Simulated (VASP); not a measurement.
Here is the system:

```
CELL_PARAMETERS angstrom
      4.20217     0.00000     0.00000
      0.00000     4.20217     0.00000
      0.00000     0.00000     4.20217
ATOMIC_POSITIONS crystal
  Ca 0.00000 0.00000 0.00000
  B  0.20168 0.50000 0.50000
  B  0.79832 0.50000 0.50000
  B  0.50000 0.20168 0.50000
  B  0.50000 0.79832 0.50000
  B  0.50000 0.50000 0.20168
  B  0.50000 0.50000 0.79832
```

The numbers are results of PBE GGA, VASP's PBE PAW potentials (set 64) (plane waves; VASP 6.6.1), not measurements. Run with 560 eV cut-off, 14×14×14 Γ-centred mesh, Gaussian smearing of 0.14 eV, potentials Ca_sv B.

Energy and stress use the plane-wave basis of the starting cell.

Question: The ions, cell shape and volume are relaxed. What does this cell relax into?

Answer: 
```
CELL_PARAMETERS angstrom
      4.14913     0.00000     0.00000
      0.00000     4.14913     0.00000
      0.00000     0.00000     4.14913
ATOMIC_POSITIONS crystal
  Ca 0.00000 0.00000 0.00000
  B  0.20179 0.50000 0.50000
  B  0.79821 0.50000 0.50000
  B  0.50000 0.20179 0.50000
  B  0.50000 0.79821 0.50000
  B  0.50000 0.50000 0.20179
  B  0.50000 0.50000 0.79821
```
Space group Pm-3m (221), at a tolerance of 0.03 Å.

Question: How do energy and volume change from the first to the last step?

Answer: The energy (σ→0) changes by -7.2 meV/atom and the volume by -3.7 %, in 5 ionic steps.

| step | E(σ→0) (eV) | max force (eV/Å) | pressure (GPa) | volume (Å³) |
|---|---|---|---|---|
| 1 | -44.9697 | 0.214 | -5.58 | 74.20 |
| 2 | -44.9884 | 0.722 | 3.26 | 70.31 |
| 3 | -45.0141 | 0.294 | -0.76 | 71.95 |
| 4 | -45.0121 | 0.343 | 0.85 | 70.86 |
| 5 | -45.0199 | 0.002 | -0.03 | 71.43 |

The structure comes from a computed database's CaB6 entry; how it stands against other phases isn't given here. This run relaxes it. Symmetry was kept, so distortions that lower it aren't found. The run is one of a series of settings (EDIFF = 1E-09, EDIFFG = -0.005, ENCUT = 560, IBRION = 2, ISIF = 3, NSW = 50, KPOINTS 14×14×14 Γ-centred mesh against the base run), some of them coarse on purpose.
